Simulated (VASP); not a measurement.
All values below come from r2SCAN meta-GGA, VASP's PBE PAW potentials (set 64) (plane waves; VASP).

The input files of a VASP run:

KPOINTS:
```
Automatic mesh
0
Gamma
9 9 5
0 0 0
```

### POSCAR
```
BN
1
    2.5423924485     0.0000000000     0.0000000000
   -1.2711962243     2.2017766652    -0.0000000000
   -0.0000000000     0.0000000000     4.2049088984
B N
2 2
Direct
  0.3333330000   0.6666670000   0.0002502341
  0.6666670000   0.3333330000   0.5002502341
  0.3333330000   0.6666670000   0.3747497659
  0.6666670000   0.3333330000   0.8747497659
```

**INCAR**
```
! general
SYSTEM  = BN
PREC    = Accurate
ENCUT   = 530
LREAL   = .False.
LASPH   = .True.

! electronic loop
EDIFF   = 1E-6
NELM    = 100
ALGO    = Normal
LMIXTAU = .True.

! smearing
ISMEAR  = 0
SIGMA   = 0.05

! functional
METAGGA = R2SCAN

! ions
IBRION  = 2
NSW     = 60
ISIF    = 3
EDIFFG  = -0.02

! output
LWAVE   = .False.
LCHARG  = .False.
```

POTCAR, in this order: B N (PBE.64 set). Program: vasp_std.

The run wrote:

OSZICAR:
```
       N       E                     dE             d eps       ncg     rms          rms(c)
DAV:   1     0.437879109604E+02    0.43788E+02   -0.92137E+03   864   0.136E+03
DAV:   2    -0.421906109889E+02   -0.85979E+02   -0.80010E+02  1176   0.288E+02
DAV:   3    -0.447650005904E+02   -0.25744E+01   -0.25639E+01  1152   0.504E+01
DAV:   4    -0.447800573508E+02   -0.15057E-01   -0.15047E-01  1076   0.389E+00
DAV:   5    -0.447802212847E+02   -0.16393E-03   -0.16391E-03  1124   0.376E-01    0.939E+00
DAV:   6    -0.381722528732E+02    0.66080E+01   -0.33136E+00  1104   0.156E+01    0.536E+00
DAV:   7    -0.381880599492E+02   -0.15807E-01   -0.75051E-01   960   0.951E+00    0.250E+00
DAV:   8    -0.394968317632E+02   -0.13088E+01   -0.93073E-01   932   0.969E+00    0.162E+00
DAV:   9    -0.380438307575E+02    0.14530E+01   -0.43438E-01   892   0.782E+00    0.331E-01
DAV:  10    -0.382596596980E+02   -0.21583E+00   -0.76007E-02   932   0.316E+00    0.143E-01
DAV:  11    -0.382621561257E+02   -0.24964E-02   -0.51249E-03  1040   0.933E-01    0.158E-01
DAV:  12    -0.382612225575E+02    0.93357E-03   -0.34982E-03   976   0.604E-01    0.105E-01
DAV:  13    -0.382660949794E+02   -0.48724E-02   -0.15610E-03   892   0.461E-01    0.473E-02
DAV:  14    -0.382663671161E+02   -0.27214E-03   -0.14616E-04  1064   0.134E-01    0.597E-03
DAV:  15    -0.382663512182E+02    0.15898E-04   -0.57527E-06  1068   0.306E-02    0.563E-03
DAV:  16    -0.382663597343E+02   -0.85161E-05   -0.16213E-07   608   0.555E-03    0.496E-03
DAV:  17    -0.382663472439E+02    0.12490E-04   -0.23423E-06   756   0.153E-02    0.343E-03
DAV:  18    -0.382663509217E+02   -0.36778E-05   -0.43592E-07   500   0.654E-03    0.149E-03
DAV:  19    -0.382663506013E+02    0.32035E-06   -0.44282E-08   492   0.287E-03
   1 F= -.38266351E+02 E0= -.38266351E+02  d E =-.382664E+02
       N       E                     dE             d eps       ncg     rms          rms(c)
DAV:   1    -0.382688346380E+02   -0.24837E-02   -0.87559E-02  1012   0.318E+00    0.388E-01
DAV:   2    -0.382664297710E+02    0.24049E-02   -0.82600E-03  1104   0.883E-01    0.128E-01
DAV:   3    -0.382660899899E+02    0.33978E-03   -0.78625E-04  1024   0.261E-01    0.390E-02
DAV:   4    -0.382663166680E+02   -0.22668E-03   -0.52751E-05  1012   0.101E-01    0.182E-02
DAV:   5    -0.382658453871E+02    0.47128E-03   -0.94366E-05   928   0.135E-01    0.101E-02
DAV:   6    -0.382662418061E+02   -0.39642E-03   -0.42808E-05   900   0.948E-02    0.425E-03
DAV:   7    -0.382661956952E+02    0.46111E-04   -0.18570E-06   688   0.167E-02    0.208E-03
DAV:   8    -0.382662083127E+02   -0.12618E-04   -0.33025E-07   484   0.717E-03    0.835E-04
DAV:   9    -0.382662041099E+02    0.42028E-05   -0.32615E-08   456   0.190E-03    0.431E-04
DAV:  10    -0.382662057251E+02   -0.16152E-05   -0.83401E-09   448   0.108E-03    0.208E-04
DAV:  11    -0.382662052853E+02    0.43987E-06   -0.64662E-09   436   0.806E-04
   2 F= -.38266205E+02 E0= -.38266205E+02  d E =0.145316E-03
       N       E                     dE             d eps       ncg     rms          rms(c)
DAV:   1    -0.382677552554E+02   -0.15495E-02   -0.24206E-02  1008   0.168E+00    0.204E-01
DAV:   2    -0.382670252383E+02    0.73002E-03   -0.22443E-03  1100   0.462E-01    0.680E-02
DAV:   3    -0.382670763044E+02   -0.51066E-04   -0.22105E-04  1032   0.138E-01    0.205E-02
DAV:   4    -0.382669505889E+02    0.12572E-03   -0.14334E-05   992   0.524E-02    0.970E-03
DAV:   5    -0.382671341502E+02   -0.18356E-03   -0.26066E-05   920   0.705E-02    0.541E-03
DAV:   6    -0.382670108382E+02    0.12331E-03   -0.11737E-05   896   0.495E-02    0.223E-03
DAV:   7    -0.382670350019E+02   -0.24164E-04   -0.49898E-07   472   0.859E-03    0.109E-03
DAV:   8    -0.382670286613E+02    0.63406E-05   -0.91429E-08   448   0.378E-03    0.432E-04
DAV:   9    -0.382670309178E+02   -0.22565E-05   -0.89371E-09   444   0.991E-04    0.230E-04
DAV:  10    -0.382670300736E+02    0.84422E-06   -0.23138E-09   432   0.565E-04
   3 F= -.38267030E+02 E0= -.38267030E+02  d E =-.679472E-03
```

**OUTCAR**
```
------------------------ aborting loop because EDIFF is reached ----------------------------------------
  FORCE on cell =-STRESS in cart. coord.  units (eV):
  Direction    XX          YY          ZZ          XY          YZ          ZX
  --------------------------------------------------------------------------------------
  Total        0.0018462      0.0018462     -0.0002407     -0.0000000      0.0000000      0.0000000
  in kB        0.1250615      0.1250615     -0.0163063     -0.0000000      0.0000000      0.0000000
  external PRESSURE =       0.0779389 kB  Pullay stress =       0.0000000 kB
  volume of cell :       23.65
      direct lattice vectors                 reciprocal lattice vectors
     2.546443058 -0.000000000 -0.000000000     0.392704638  0.226728106  0.000000000
    -1.273221529  2.205284597  0.000000000     0.000000000  0.453456212  0.000000000
     0.000000000  0.000000000  4.211836489     0.000000000  0.000000000  0.237426121
  FREE ENERGIE OF THE ION-ELECTRON SYSTEM (eV)
  ---------------------------------------------------
  free  energy   TOTEN  =       -38.2670300736 eV

  energy  without entropy=      -38.2670300736  energy(sigma->0) =      -38.26703007

 reached required accuracy - stopping structural energy minimisation
```
(Selected blocks of OUTCAR.)

### CONTCAR
```
BN
   1.00000000000000
     2.5464430584994755   -0.0000000000000920   -0.0000000000000000
    -1.2732215292998972    2.2052845974043431    0.0000000000000000
     0.0000000000000000    0.0000000000000000    4.2118364886504356
  B               N
     2     2
Direct
     0.3333330000000032    0.6666669999999968    0.0002202992608492
     0.6666669999999968    0.3333330000000032    0.5002202992608492
     0.3333330000000032    0.6666669999999968    0.3747797007391508
     0.6666669999999968    0.3333330000000032    0.8747797007391508
```

File OUTCAR:
```
 val. band max:        7.3909708627   @ k =   0.0000   0.0000   0.0000

 cond. band min:      13.1110314002   @ k =   0.3333   0.3333   0.0000


 Fermi energy:         7.6800330110

 k-point     1 :       0.0000    0.0000    0.0000
  band No.  band energies     occupation
      1     -14.0679      2.00000
      2      -9.8410      2.00000
      3      -3.9132      2.00000
      4       5.1868      2.00000
      5       5.1869      2.00000
      6       7.1187      2.00000
      7       7.3909      2.00000
      8       7.3910      2.00000
      9      16.4530      0.00000
     10      16.4530      0.00000
     11      16.6859      0.00000
     12      17.5702      0.00000

 k-point     2 :       0.1111   -0.0000    0.0000
  band No.  band energies     occupation
      1     -13.7905      2.00000
      2      -9.6308      2.00000
      3      -3.6377      2.00000
      4       3.9590      2.00000
      5       4.6911      2.00000
      6       6.3625      2.00000
      7       6.8457      2.00000
      8       7.1056      2.00000
      9      16.0598      0.00000
     10      16.9923      0.00000
     11      17.0753      0.00000
     12      18.4577      0.00000

 k-point     3 :       0.2222   -0.0000    0.0000
  band No.  band energies     occupation
      1     -12.9765      2.00000
      2      -9.0599      2.00000
      3      -2.8324      2.00000
      4       1.3593      2.00000
      5       3.6835      2.00000
      6       4.0770      2.00000
      7       6.0210      2.00000
      8       6.4004      2.00000
      9      15.4539      0.00000
     10      17.5221      0.00000
     11      18.0358      0.00000
     12      19.1106      0.00000

 k-point     4 :       0.3333   -0.0000    0.0000
  band No.  band energies     occupation
      1     -11.7026      2.00000
      2      -8.4058      2.00000
      3      -1.5894      2.00000
      4      -1.1499      2.00000
      5       1.5954      2.00000
      6       2.7808      2.00000
...
```

The compound is BN in the wurtzite structure, a metastable high-pressure form. This run relaxes it. Symmetry was kept, so distortions that lower it aren't found. The start is the result of an earlier pass.
